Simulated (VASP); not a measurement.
# WC (Qusongite) with PBEsol: from relaxation to properties, part 3 of 5

Aim: relax WC (Qusongite), then compute properties on the relaxed cell. Left out of this account: 1 further run (relaxation: it shows nothing beyond the runs told). The start is a cell from a database of measured crystal structures.

VASP 6.6.1; PBEsol; plane waves and PAW (W, C).

So far. Step 3 (Single point with fields (PBEsol)): In this run the pressure is 0.05 GPa, small enough to go on. Step 4 (Bands along the symmetry lines (PBEsol)): There is no gap at this level.

## (5) Density of states (PBEsol)

Here the states are counted by energy and projected on the atoms. The mesh is finer than in the run before.

INCAR

```
SYSTEM = WC
PREC = Accurate
ENCUT = 520
EDIFF = 1E-06
NELM = 100
ISMEAR = -5
SIGMA = 0.05
LREAL = .FALSE.
ALGO = Normal
GGA = PS
NBANDS = 17
LORBIT = 11
LWAVE = .FALSE.
LCHARG = .FALSE.
KPAR = 2
NEDOS = 2001
```

POSCAR

```
WC
1.0
    2.8972605947      0.0000000000      0.0000000000
   -1.4486302974      2.5091012764      0.0000000000
    0.0000000000      0.0000000000      2.8278598765
W C
1 1
Direct
    0.0000000000      0.0000000000      0.0000000000
    0.6666666667      0.3333333333      0.5000000000
```

KPOINTS

```
Automatic mesh
0
Gamma
13 13 12
0 0 0
```

Potentials, in the order of the species: W and C (PBE family, release 64).

Run with:

```
> mpirun -np 2 vasp_std
```

The log of the run:

```text
[... set-up lines as in an earlier step ...]
 entering main loop
       N       E                     dE             d eps       ncg     rms          rms(c)
DAV:   1     0.193510071590E+02    0.19351E+02   -0.46953E+03  4998   0.534E+02
DAV:   2    -0.257275785949E+02   -0.45079E+02   -0.42178E+02  6314   0.144E+02
DAV:   3    -0.269527101509E+02   -0.12251E+01   -0.12198E+01  6310   0.195E+01
DAV:   4    -0.269561571400E+02   -0.34470E-02   -0.34466E-02  6305   0.126E+00
DAV:   5    -0.269561672734E+02   -0.10133E-04   -0.10133E-04  6271   0.635E-02    0.351E+01
DAV:   6    -0.241214121596E+02    0.28348E+01   -0.10257E+01  6621   0.140E+01    0.120E+01
DAV:   7    -0.240277848441E+02    0.93627E-01   -0.47768E-01  5781   0.366E+00    0.841E+00
DAV:   8    -0.239849885214E+02    0.42796E-01   -0.64763E-02  6767   0.152E+00    0.178E+00
DAV:   9    -0.239821066907E+02    0.28818E-02   -0.42294E-03  6223   0.387E-01    0.237E-01
DAV:  10    -0.239820165812E+02    0.90110E-04   -0.43573E-04  7109   0.117E-01    0.151E-02
DAV:  11    -0.239820219277E+02   -0.53464E-05   -0.24406E-05  6104   0.252E-02    0.911E-03
DAV:  12    -0.239820172896E+02    0.46381E-05   -0.18018E-06  4411   0.641E-03    0.844E-03
DAV:  13    -0.239820186965E+02   -0.14069E-05   -0.17769E-07  2827   0.312E-03    0.112E-03
DAV:  14    -0.239820183094E+02    0.38707E-06   -0.14908E-08  2694   0.776E-04
   1 F= -.23982018E+02 E0= -.23982018E+02  d E =0.000000E+00
 -----------------------------------------------------------------------------
|                                                                             |
|           W    W    AA    RRRRR   N    N  II  N    N   GGGG   !!!           |
|           W    W   A  A   R    R  NN   N  II  NN   N  G    G  !!!           |
|           W    W  A    A  R    R  N N  N  II  N N  N  G       !!!           |
|           W WW W  AAAAAA  RRRRR   N  N N  II  N  N N  G  GGG   !            |
|           WW  WW  A    A  R   R   N   NN  II  N   NN  G    G                |
|           W    W  A    A  R    R  N    N  II  N    N   GGGG   !!!           |
|                                                                             |
|     Tetrahedron method does not include variations of the Fermi             |
|     occupations, so forces and stress will be inaccurate. We suggest        |
|     using a different smearing scheme ISMEAR = 1 or 2 for metals in         |
|     relaxations.                                                            |
|                                                                             |
 -----------------------------------------------------------------------------
```

Wall time 21 s (2 MPI ranks of Intel Xeon Platinum 8488C (Sapphire Rapids), shared host); peak memory 0.34 GiB.

OUTCAR, selected parts (step 5):

```text
   k-points           NKPTS =    147   k-points in BZ     NKDIM =    147   number of bands    NBANDS=     17

   NELECT =      10.0000    total number of electrons

 E-fermi :   8.2315

 k-point     1 :       0.0000    0.0000    0.0000
  band No.  band energies     occupation
      1      -6.2112      2.00000
      2       3.8930      2.00000
      3       4.9109      2.00000
      4       4.9109      2.00000
      5       8.4468      0.81516
      6      11.5045      0.00000
      7      11.5045      0.00000
      8      14.0172      0.00000
      9      14.0172      0.00000
     10      14.9113      0.00000
    ...

  Total       -0.0080253     -0.0080253      0.0157640      0.0000000     -0.0000000      0.0000000
  in kB       -0.6254763     -0.6254763      1.2286068      0.0000000     -0.0000000      0.0000000
  external PRESSURE =      -0.0074486 kB  Pullay stress =       0.0000000 kB

  FREE ENERGIE OF THE ION-ELECTRON SYSTEM (eV)
  ---------------------------------------------------
  free  energy   TOTEN  =       -23.9820183094 eV

  energy  without entropy=      -23.9820183094  energy(sigma->0) =      -23.98201831

[... 7 parts as in an earlier step ...]

[... 10 further parts left out ...]
```

With tetrahedra the forces and stress of a metal are not exact derivatives of the energy.

This step gave:

```
SCF cycles             : 14
irreducible k-points   : 147
Fermi energy           : 8.232 eV
pressure               : -7.45e-4 GPa
DOS at the Fermi level : 0.2693 states/eV/cell
```

The density of states has structure finer than the step of the table below, so its rows give means over 1 eV, whole bins alone (the curve runs from -12.0 to 7.99 eV). Peaks (eV: height): total -11.0: 3.65, -6.5: 2.07, -2.5: 2.27, -1.5: 2.32; W d -11.0: 1.04, -2.5: 1.17, -1.5: 1.58, 4.2: 1.37; C p -6.5: 0.408, -4.1: 0.374, -2.5: 0.560, 6.0: 0.295; W p -11.0: 0.284, -3.2: 0.186, -1.5: 0.178, -0.8: 0.180; W s -11.1: 0.130, -6.5: 0.283, -4.1: 0.0635, 6.8: 0.0632.

States under -12.0 eV and over 8.0 eV are left out. Table of density of states by energy, zero at the Fermi level; means over each step; values in states/eV/cell:

| energy (eV) | total | W d | C p | W p | W s | C s |
| --- | --- | --- | --- | --- | --- | --- |
| -11 | 1.34 | 0.335 | 0.00746 | 0.124 | 0.0713 | 0.543 |
| -10 | 0.0158 | 0.00306 | 2.8e-5 | 0.00256 | 3.1e-4 | 0.00690 |
| -9 | 4.0e-4 | 7.9e-5 | 6.8e-5 | 6.9e-6 | 1.8e-4 | 6.9e-6 |
| -8 | 0.0415 | 0.00856 | 0.00732 | 0.00237 | 0.0160 | 0.00105 |
| -7 | 0.800 | 0.305 | 0.155 | 0.0546 | 0.127 | 0.0137 |
| -6 | 0.992 | 0.433 | 0.197 | 0.0746 | 0.102 | 0.0176 |
| -5 | 0.727 | 0.350 | 0.156 | 0.0580 | 0.0338 | 0.0112 |
| -4 | 1.31 | 0.661 | 0.272 | 0.113 | 0.0454 | 0.0152 |
| -3 | 1.78 | 0.883 | 0.421 | 0.166 | 0.0253 | 0.00860 |
| -2 | 0.834 | 0.457 | 0.167 | 0.0742 | 0.0136 | 0.00210 |
| -1 | 1.32 | 0.816 | 0.152 | 0.145 | 0.0247 | 0.00433 |
| 0 | 0.303 | 0.196 | 0.0313 | 0.0348 | 0.00425 | 8.8e-4 |
| 1 | 0.283 | 0.251 | 0.00663 | 0.00448 | 0.00120 | 3.6e-4 |
| 2 | 0.713 | 0.598 | 0.0308 | 0.0174 | 0.00424 | 0.00369 |
| 3 | 0.708 | 0.518 | 0.0689 | 0.0232 | 0.0114 | 0.00867 |
| 4 | 1.54 | 1.04 | 0.194 | 0.0392 | 0.0304 | 0.0386 |
| 5 | 1.24 | 0.891 | 0.129 | 0.0309 | 0.0138 | 0.0370 |
| 6 | 1.43 | 0.798 | 0.233 | 0.0463 | 0.0260 | 0.104 |
| 7 | 1.02 | 0.498 | 0.220 | 0.0403 | 0.0395 | 0.0480 |

The finer mesh and the other smearing move the Fermi level by -0.07 eV from the 9×9×8 run, one measure of the sampling error in the zero of the bands above. Of the states within 0.3 eV of the Fermi level, the largest shares in the PAW spheres are W d 66 %, W p 12 % and C p 10 %. The rest lies in smaller channels or between the spheres.

## (6) Zone-centre phonons (PBEsol)

Zone-centre modes test whether the atoms sit at a minimum within this cell. IBRION = 8 takes the force constants from linear response, which needs tightly converged orbitals.

INCAR

```
SYSTEM = WC
PREC = Accurate
ENCUT = 520
EDIFF = 1E-08
NELM = 100
ISMEAR = 1
SIGMA = 0.2
LREAL = .FALSE.
ALGO = Normal
GGA = PS
NBANDS = 11
LORBIT = 11
LWAVE = .FALSE.
LCHARG = .FALSE.
KPAR = 2
IBRION = 8
ISIF = 2
```

POSCAR is that of step 5.

KPOINTS

```
Automatic mesh
0
Gamma
15 15 14
0 0 0
```

Run with:

```
> mpirun -np 2 vasp_std
```

The log of the run:

```text
[... set-up lines as in an earlier step ...]
 entering main loop
       N       E                     dE             d eps       ncg     rms          rms(c)
DAV:   1     0.227206848705E+02    0.22721E+02   -0.50080E+03  4760   0.822E+02
DAV:   2    -0.250512884712E+02   -0.47772E+02   -0.45589E+02  5590   0.202E+02
DAV:   3    -0.269432552568E+02   -0.18920E+01   -0.18723E+01  5940   0.335E+01
DAV:   4    -0.269562676031E+02   -0.13012E-01   -0.13008E-01  5184   0.307E+00
DAV:   5    -0.269563205042E+02   -0.52901E-04   -0.52900E-04  5744   0.195E-01    0.351E+01
DAV:   6    -0.241067524040E+02    0.28496E+01   -0.12574E+01  5671   0.217E+01    0.118E+01
DAV:   7    -0.240285971135E+02    0.78155E-01   -0.61034E-01  4878   0.621E+00    0.849E+00
DAV:   8    -0.239873312778E+02    0.41266E-01   -0.10380E-01  5213   0.238E+00    0.205E+00
DAV:   9    -0.239819065670E+02    0.54247E-02   -0.13956E-02  5148   0.758E-01    0.133E-01
DAV:  10    -0.239818370237E+02    0.69543E-04   -0.80929E-04  5475   0.249E-01    0.182E-01
DAV:  11    -0.239818247376E+02    0.12286E-04   -0.75799E-05  5643   0.606E-02    0.666E-03
DAV:  12    -0.239818222665E+02    0.24712E-05   -0.40734E-06  5277   0.134E-02    0.129E-02
DAV:  13    -0.239818223099E+02   -0.43449E-07   -0.37606E-07  5806   0.572E-03    0.771E-04
DAV:  14    -0.239818222964E+02    0.13540E-07   -0.83607E-09  3051   0.804E-04    0.140E-03
DAV:  15    -0.239818223113E+02   -0.14895E-07   -0.30131E-09  2520   0.457E-04    0.281E-04
DAV:  16    -0.239818223110E+02    0.29286E-09   -0.21208E-10  2448   0.129E-04
   1 F= -.23981822E+02 E0= -.23982013E+02  d E =0.571460E-03
 Linear response reoptimize wavefunctions to high precision
DAV:   1    -0.239818223121E+02   -0.11551E-08   -0.23113E-11  2670   0.364E-05
DAV:   2    -0.239818223121E+02    0.90949E-11   -0.16188E-12  2427   0.135E-05
 Linear response DOF=           4
 Linear response progress:
  Degree of freedom:   1/  4
       N       E                     dE             d eps       ncg     rms          rms(c)
RMM:   1    -0.109516288312E+00   -0.10952E+00   -0.87635E-02 39665   0.192E+00
RMM:   2    -0.106597064996E+00    0.29192E-02   -0.21334E-03 30403   0.348E-01    0.210E-01
RMM:   3    -0.105622048882E+00    0.97502E-03   -0.40447E-04 31696   0.113E-01    0.123E-01
RMM:   4    -0.105185975468E+00    0.43607E-03   -0.58847E-04 31807   0.142E-01    0.191E-02
RMM:   5    -0.105205917948E+00   -0.19942E-04    0.15055E-05 32955   0.164E-02    0.372E-03
RMM:   6    -0.105210745306E+00   -0.48274E-05   -0.67801E-07 32813   0.221E-03    0.135E-03
RMM:   7    -0.105211260641E+00   -0.51534E-06    0.24669E-07 32675   0.944E-04    0.118E-04
RMM:   8    -0.105210414554E+00    0.84609E-06    0.29679E-07 33715   0.181E-04    0.208E-05
RMM:   9    -0.105210422486E+00   -0.79324E-08    0.80406E-08 34392   0.335E-05    0.556E-06
 first order change of Fermi-energy  -0.85740E-04
 force on displaced ion       1 direction 1 : -16.683   0.002   0.000
 Linear response progress:
  Degree of freedom:   2/  4
       N       E                     dE             d eps       ncg     rms          rms(c)
RMM:   1    -0.114651527847E+00   -0.11465E+00   -0.94486E-02 15066   0.197E+00
RMM:   2    -0.110887495610E+00    0.37640E-02   -0.22947E-03 11037   0.400E-01    0.174E-01
RMM:   3    -0.110246271036E+00    0.64122E-03   -0.22407E-04 11553   0.103E-01    0.966E-02
RMM:   4    -0.110152773463E+00    0.93498E-04   -0.37193E-04 11408   0.128E-01    0.142E-02
RMM:   5    -0.110174194726E+00   -0.21421E-04   -0.26410E-06 12010   0.136E-02    0.463E-03
RMM:   6    -0.110188905337E+00   -0.14711E-04    0.20605E-08 11992   0.201E-03    0.121E-03
RMM:   7    -0.110190620894E+00   -0.17156E-05    0.11095E-09 11742   0.734E-04    0.244E-04
RMM:   8    -0.110190438532E+00    0.18236E-06   -0.39865E-09 12252   0.156E-04    0.790E-05
RMM:   9    -0.110189947773E+00    0.49076E-06   -0.17350E-09 12358   0.536E-05    0.540E-06
RMM:  10    -0.110189922044E+00    0.25729E-07   -0.45235E-10 12555   0.126E-05    0.200E-06
RMM:  11    -0.110189921177E+00    0.86682E-09   -0.27612E-10 10114   0.488E-06    0.266E-07
 first order change of Fermi-energy  -0.50789E-03
 force on displaced ion       1 direction 3 :  -0.000  -0.000 -15.051
 Linear response progress:
  Degree of freedom:   3/  4
       N       E                     dE             d eps       ncg     rms          rms(c)
RMM:   1    -0.117664128317E+00   -0.11766E+00    0.45857E-02 46508   0.205E+00
RMM:   2    -0.115595126928E+00    0.20690E-02   -0.22721E-03 30928   0.433E-01    0.209E-01
RMM:   3    -0.115872425628E+00   -0.27730E-03   -0.42932E-04 29199   0.138E-01    0.111E-01
RMM:   4    -0.116616430623E+00   -0.74400E-03   -0.32225E-04 29515   0.113E-01    0.253E-02
RMM:   5    -0.116570086418E+00    0.46344E-04   -0.32649E-06 32228   0.187E-02    0.160E-03
RMM:   6    -0.116586809104E+00   -0.16723E-04   -0.57147E-07 32148   0.259E-03    0.458E-04
RMM:   7    -0.116583589724E+00    0.32194E-05    0.31125E-08 32817   0.430E-04    0.834E-05
RMM:   8    -0.116583912605E+00   -0.32288E-06    0.16546E-07 32871   0.815E-05    0.299E-05
RMM:   9    -0.116583807482E+00    0.10512E-06   -0.69936E-10 34239   0.210E-05    0.322E-06
RMM:  10    -0.116583797019E+00    0.10463E-07   -0.33469E-09 31021   0.636E-06    0.121E-06
RMM:  11    -0.116583793418E+00    0.36007E-08   -0.71371E-09 24346   0.497E-06    0.275E-07
 first order change of Fermi-energy   0.10506E-04
 force on displaced ion       2 direction 1 : -16.683   0.002   0.000
 Linear response progress:
  Degree of freedom:   4/  4
       N       E                     dE             d eps       ncg     rms          rms(c)
RMM:   1    -0.121403009076E+00   -0.12140E+00    0.60988E-02 16870   0.214E+00
RMM:   2    -0.120262177624E+00    0.11408E-02   -0.23494E-03 11326   0.457E-01    0.187E-01
RMM:   3    -0.120403281925E+00   -0.14110E-03   -0.76592E-04 10683   0.180E-01    0.909E-02
RMM:   4    -0.121288121701E+00   -0.88484E-03   -0.55662E-04 11000   0.139E-01    0.218E-02
RMM:   5    -0.121266585632E+00    0.21536E-04   -0.11195E-05 11622   0.233E-02    0.334E-03
RMM:   6    -0.121304241584E+00   -0.37656E-04   -0.10712E-06 11221   0.610E-03    0.490E-04
RMM:   7    -0.121304303015E+00   -0.61431E-07   -0.56678E-08 11944   0.103E-03    0.178E-04
RMM:   8    -0.121303330745E+00    0.97227E-06   -0.12108E-08 11900   0.120E-04    0.523E-05
RMM:   9    -0.121303164020E+00    0.16672E-06   -0.42043E-10 12074   0.518E-05    0.166E-05
RMM:  10    -0.121303093092E+00    0.70928E-07   -0.78349E-10 12281   0.231E-05    0.111E-06
RMM:  11    -0.121303090707E+00    0.23850E-08   -0.17519E-09 11042   0.679E-06    0.479E-07
 first order change of Fermi-energy   0.27772E-03
 force on displaced ion       2 direction 3 :  -0.000  -0.000 -15.046
 Linear response finished
```

The job ended after 4.3 min (2 MPI ranks; peak memory 1.1 GiB; 8.5 min of CPU time).

From OUTCAR (step 6):

```text
   k-points           NKPTS =    216   k-points in BZ     NKDIM =    216   number of bands    NBANDS=     11

   NELECT =      10.0000    total number of electrons

  Total       -0.0214604     -0.0214604     -0.0013165      0.0000000     -0.0000000      0.0000000
  in kB       -1.6725720     -1.6725720     -0.1026026      0.0000000     -0.0000000      0.0000000
  external PRESSURE =      -1.1492488 kB  Pullay stress =       0.0000000 kB

 POSITION                                       TOTAL-FORCE (eV/Angst)
 -----------------------------------------------------------------------------------
      0.00000      0.00000      0.00000        -0.000000      0.000000      0.000000
      1.44863      0.83637      1.41393         0.000000      0.000000      0.000000
 -----------------------------------------------------------------------------------
    total drift:                               -0.000000      0.000000      0.000000

 Eigenvectors and eigenvalues of the dynamical matrix
 ----------------------------------------------------

   1 f  =   19.016960 THz   119.487084 2PiTHz  634.337506 cm-1    78.647792 meV
             X         Y         Z           dx          dy          dz
      0.000000  0.000000  0.000000    -0.163996    0.185550   -0.000000
      1.448630  0.836367  1.413930     0.641618   -0.725949    0.000000

   2 f  =   19.016960 THz   119.487084 2PiTHz  634.337506 cm-1    78.647792 meV
             X         Y         Z           dx          dy          dz
      0.000000  0.000000  0.000000     0.185550    0.163996    0.000000
      1.448630  0.836367  1.413930    -0.725949   -0.641618    0.000000

   3 f  =   18.060219 THz   113.475703 2PiTHz  602.424063 cm-1    74.691031 meV
             X         Y         Z           dx          dy          dz
      0.000000  0.000000  0.000000     0.000000    0.000000   -0.247669
      1.448630  0.836367  1.413930    -0.000000    0.000000    0.968845

   4 f/i=    0.000024 THz     0.000150 2PiTHz    0.000799 cm-1     0.000099 meV
             X         Y         Z           dx          dy          dz
      0.000000  0.000000  0.000000     0.965913    0.075426   -0.000000
      1.448630  0.836367  1.413930     0.246884    0.019279    0.000000

   5 f/i=    0.000024 THz     0.000150 2PiTHz    0.000799 cm-1     0.000099 meV
             X         Y         Z           dx          dy          dz
      0.000000  0.000000  0.000000    -0.075426    0.965913    0.000000
      1.448630  0.836367  1.413930    -0.019279    0.246884    0.000000

   6 f/i=    0.000596 THz     0.003745 2PiTHz    0.019882 cm-1     0.002465 meV
             X         Y         Z           dx          dy          dz
      0.000000  0.000000  0.000000    -0.000000    0.000000    0.968845
      1.448630  0.836367  1.413930     0.000000    0.000000    0.247669

 ELASTIC MODULI CONTR FROM IONIC RELAXATION (kBar)
 Direction    XX          YY          ZZ          XY          YZ          ZX
 --------------------------------------------------------------------------------
 XX        -117.2200    117.2200      0.0000      0.0000      0.0000      0.0000
 YY         117.2200   -117.2200      0.0000      0.0000      0.0000     -0.0000
 ZZ           0.0000      0.0000      0.0000      0.0000      0.0000      0.0000
 XY           0.0000      0.0000      0.0000   -117.2200      0.0000      0.0000
 YZ           0.0000      0.0000      0.0000      0.0000      0.0000      0.0000
 ZX           0.0000     -0.0000      0.0000      0.0000      0.0000     -0.0000
 --------------------------------------------------------------------------------

[... 6 parts as in an earlier step ...]

[... 4 further parts left out ...]
```

Energies printed during the response cycles are not total energies of the cell.

This step gave:

| Quantity | Value |
| --- | --- |
| bands | 11 |
| irreducible k-points | 216 |
| pressure of the cell | -0.1149 GPa |
| largest force of the cell | 0 eV/Å |
| Fermi energy | 8.233 eV |

The modes at Γ (shares of kinetic energy by element, %):

```csv
mode,frequency (cm⁻¹),symmetry,W %,C %
1,0.0,acoustic,94,6
2,0.0,acoustic,94,6
3,0.0,acoustic,94,6
4,602.4,A2'',6,94
5,634.3,E',6,94
6,634.3,E',6,94
```

Displacements in mode 4 (602.4 cm⁻¹), the largest set to 1:
```
W1   0.00  0.00 -0.07
C2   0.00  0.00  1.00
```

Displacements in mode 5 (634.3 cm⁻¹), the largest set to 1:
```
W1   0.07  0.06  0.00
C2  -1.00 -0.88  0.00
```

The three acoustic modes come out at zero, and all others are real. By the characters of their eigenvectors the optical modes sort into (cm⁻¹) Raman active: E' 634; infrared active: A2'' 602, E' 634.

[end of part 3 of 5]

[Lines on the potential files, build, host, timing and source positions are cut from VASP's logs without a mark.]

[Logs are printed without paths, hosts, clocks, repeated set-up lines and the standing remarks that a program may print on its own settings, such as how far it seeks lower states.]

[Hosts, paths, dates, database ids (printed as entryN), source tags and the programs' standing remarks are cut or masked in the printed files.]

[A measured line is paired with the nearest computed mode of its activity, which favours agreement.]
